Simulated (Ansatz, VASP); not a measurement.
# Zr3ScN4 in VASP and in Ansatz

The input INCAR:

```
  ALGO = Normal
  EDIFF = 1E-6
  EDIFFG = -0.01
  ENCUT = 600
  GGA = PE
  IBRION = 2
  ISIF = 3
  ISMEAR = 0
  LASPH = T
  LCHARG = F
  LREAL = F
  LWAVE = F
  NELM = 100
  NSW = 100
  PREC = Accurate
  SIGMA = 0.1
```

File KPOINTS:

```
k-points
0
Gamma
  10 10 10
```

The input POSCAR:

```
Zr3ScN4
1.0
   -2.8579842269      2.8579842269      2.8579842269
    2.8579842269     -2.8579842269      2.8579842269
    2.8579842269      2.8579842269     -2.8579842269
Zr Sc N
3 1 4
Direct
    0.5000000000      0.0000000000      0.5000000000
    0.0000000000      0.5000000000      0.5000000000
    0.5000000000      0.5000000000      0.0000000000
    0.0000000000      0.0000000000      0.0000000000
    0.5679208225      0.5679208225      0.5679208225
    0.0000000000      0.4320791775      0.0000000000
    0.4320791775      0.0000000000      0.0000000000
    0.0000000000      0.0000000000      0.4320791775
```

Input for Ansatz:

```yaml
crystal:
  lattice:
    - [-2.8579842269, 2.8579842269, 2.8579842269]
    - [2.8579842269, -2.8579842269, 2.8579842269]
    - [2.8579842269, 2.8579842269, -2.8579842269]
  atoms:
    - { symbol: Zr, position: [0.5, 0.0, 0.5] }
    - { symbol: Zr, position: [0.0, 0.5, 0.5] }
    - { symbol: Zr, position: [0.5, 0.5, 0.0] }
    - { symbol: Sc, position: [0.0, 0.0, 0.0] }
    - { symbol: "N", position: [0.5679208225, 0.5679208225, 0.5679208225] }
    - { symbol: "N", position: [0.0, 0.4320791775, 0.0] }
    - { symbol: "N", position: [0.4320791775, 0.0, 0.0] }
    - { symbol: "N", position: [0.0, 0.0, 0.4320791775] }
basis:
  ecutwfc: 420
kpoints:
  mp_grid: { grid: [10, 10, 10] }
hamiltonian:
  xc: pbe
scf:
  occupations: { method: gaussian, width: 0.1 }
output:
  forces: true
  stress: true
  eigenvalues: true
  write_density: true
  write_potential: true
  elf: true
  volumetric_format: npy
relax:
  adjacent_minimum: "off"
  f_tol: 0.01
  max_steps: 80
  cell: { stress_tol: 0.05 }
```

Change from the starting cell: species swapped into the K3SbS4 type (I-43m, No. 217).

Alike in both runs: task relaxation of cell and atoms; functional PBE; k mesh 10 × 10 × 10; occupations gaussian, width 0.1 eV; no spin polarisation.

|  | VASP | Ansatz |
| --- | --- | --- |
| version | VASP 6.6.1 | Ansatz 0.2.0 |
| potentials or method | VASP PAW PBE potentials, release 64 (Zr_sv, Sc_sv, N) | scalar-relativistic, plane waves, PAW |
| plane-wave cutoff (eV) | 600 | 420 |
| valence electrons in the cell | 67 | 67 |

```tsv
	VASP	Ansatz	Ansatz less VASP
gap on the k mesh at the Fermi level, each at its own relaxed structure (eV)	none	none	-
relaxed volume (Å³/atom)	11.68	11.68	-0.001
relaxed cell length with the largest relative difference (Å)	4.951	4.951	-0.0001
```

A gap of «none» marks a metal or a gap that the smearing closes.
